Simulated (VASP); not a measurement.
```xyz
2
Lattice="0.0000 2.9585 2.9585 2.9585 0.0000 2.9585 2.9585 2.9585 0.0000" Properties=species:S:1:pos:R:3 pbc="T T T"
In     0.0000     0.0000     0.0000
P      1.4792     1.4792     1.4792
```

Method: PBE GGA with D3 dispersion (zero damping), VASP's PBE PAW potentials (set 64) (plane waves; VASP). Numerical set-up: 520 eV cut-off, 7×7×7 Γ-centred mesh, Gaussian smearing of 0.050 eV, potentials In_d P.

Unless said otherwise, spin-orbit coupling is left out, though it shifts the bands of the heavy elements here.

Task: Estimate the energy per atom (σ→0), band gap (on the k-mesh) with the smallest direct gap where there is one.

Result: 
The band gap (on the k-mesh) comes out as 0.56 eV and the smallest direct gap (on the k-mesh) is 0.56 eV. The energy per atom (σ→0) is -4.392 eV/atom.

The compound is InP in the zinc blende structure. It was relaxed first. The start is the result of an earlier pass.
